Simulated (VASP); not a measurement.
A convergence study with VASP on BaTiO3 (cubic perovskite): one setting is varied, all else stays as given below, so the limit is that of these other settings.

```yaml
crystal:
  lattice:
    - [4.00000, 0.00000, 0.00000]
    - [0.00000, 4.00000, 0.00000]
    - [0.00000, 0.00000, 4.00000]
  atoms:
    - { symbol: Ba, position: [0.00000, 0.00000, 0.00000] }
    - { symbol: Ti, position: [0.50000, 0.50000, 0.50000] }
    - { symbol: O, position: [0.50000, 0.00000, 0.50000] }
    - { symbol: O, position: [0.00000, 0.50000, 0.50000] }
    - { symbol: O, position: [0.50000, 0.50000, 0.00000] }
```

The numbers are results of PBEsol GGA, VASP's PBE PAW potentials (set 64) (plane waves; VASP), not measurements. The tightest run used: 700 eV cut-off, 10×10×10 Monkhorst-Pack mesh, Gaussian smearing of 0.050 eV, potentials Ba_sv Ti_sv O.

Q: The settings run are 2×2×2 mesh; 3×3×3 mesh; 4×4×4 mesh; 5×5×5 mesh; 6×6×6 mesh; 7×7×7 mesh; 8×8×8 mesh; 9×9×9 mesh; 10×10×10 mesh. From which on does the energy per atom stay within 0.005 eV/atom of the tightest run?

A: From 4×4×4 mesh on: it is off by 0.0029 there and by no more than 0.005 in any finer run, while 3×3×3 mesh is off by 0.0205.
| setting | E (eV/atom) | pressure (GPa) | irreducible k-points | difference judged (eV/atom) |
|---|---|---|---|---|
| 2×2×2 mesh | -8.4673 | -2.71 | 1 | 0.0691 |
| 3×3×3 mesh | -8.3777 | -1.93 | 4 | 0.0205 |
| 4×4×4 mesh | -8.4011 | -2.23 | 4 | 0.0029 |
| 5×5×5 mesh | -8.3975 | -2.22 | 10 | 0.0007 |
| 6×6×6 mesh | -8.3983 | -2.23 | 10 | 0.0001 |
| 7×7×7 mesh | -8.3982 | -2.23 | 20 | 0.0000 |
| 8×8×8 mesh | -8.3982 | -2.21 | 20 | 0.0000 |
| 9×9×9 mesh | -8.3982 | -2.22 | 35 | 0.0000 |
| 10×10×10 mesh | -8.3982 | -2.24 | 35 | 0.0000 |

Left out are rungs that failed or repeat a setting and relaxations that didn't move; long series are thinned to 24 rows.

The compound is BaTiO3 in the cubic perovskite structure, the ideal cubic form; the compound distorts at low or room temperature. The cell was not relaxed at this level.
